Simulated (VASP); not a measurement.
VASP input:

File KPOINTS:
```
Automatic mesh
0
Gamma
9 9 3
0 0 0
```

### POSCAR
```
BN
1
    1.2520000000    -2.1685280000     0.0000000000
    1.2520000000     2.1685280000     0.0000000000
    0.0000000000     0.0000000000     6.6600000000
B N
2 2
Direct
  0.3333330000   0.6666670000   0.2500000000
  0.6666670000   0.3333330000   0.7500000000
  0.6666670000   0.3333330000   0.2500000000
  0.3333330000   0.6666670000   0.7500000000
```

**INCAR**
```
# general
SYSTEM  =BN
PREC    =Accurate
ENCUT   =520   # plane-wave cut-off (eV)
LREAL   =.False.   # projection in real space or not
LASPH   =.True.   # aspherical one-centre terms

# electronic loop
EDIFF   =1E-6   # SCF stop (eV)
NELM    =100
ALGO    =Normal   # blocked Davidson
LMIXTAU =.True.

# smearing
ISMEAR  =0   # Gaussian
SIGMA   =0.05

# functional
METAGGA =R2SCAN
LUSE_VDW=.True.
BPARAM  =11.95
CPARAM  =0.0093

# ions
IBRION  =2   # conjugate gradients
NSW     =60
ISIF    =3   # ions, shape and volume
EDIFFG  =-0.02   # ionic stop

# output
LWAVE   =.False.
LCHARG  =.False.
```

POTCAR, in this order: B N (PBE.64 set). Program: vasp_std.

Task: Translate this r2SCAN+rVV10 calculation to Ansatz.

Result: One equivalent input (not run):
Ansatz 0.2 input:
```yaml
crystal:
  lattice:
    - [1.2520000, -2.1685280, 0.0000000]
    - [1.2520000, 2.1685280, 0.0000000]
    - [0.0000000, 0.0000000, 6.6600000]
  atoms:
    - { symbol: B, position: [0.3333330, 0.6666670, 0.2500000] }
    - { symbol: B, position: [0.6666670, 0.3333330, 0.7500000] }
    - { symbol: N, position: [0.6666670, 0.3333330, 0.2500000] }
    - { symbol: N, position: [0.3333330, 0.6666670, 0.7500000] }
kpoints:
  mp_grid: { grid: [9, 9, 3] }
hamiltonian:
  xc: r2scan
  dispersion: rvv10
  pseudopotentials: { kind: paw }
scf:
  occupations: { method: gaussian, width: 0.05 }
  max_iter: 100
relax:
  max_steps: 60
  f_tol: 0.02
  cell: {}
output: { forces: true, stress: true, eigenvalues: true }
```
Limits of the translation: each code has its own PAW files, so the cut-off isn't converted (ENCUT is set for VASP's; basis.ecutwfc is left out, and Ansatz then takes the one that its files recommend); Ansatz stops its SCF on the density residual and VASP on the energy change (EDIFF).

The compound is BN in the hex structure. This run relaxes it. Symmetry was kept, so distortions that lower it aren't found. The start is the result of an earlier pass.
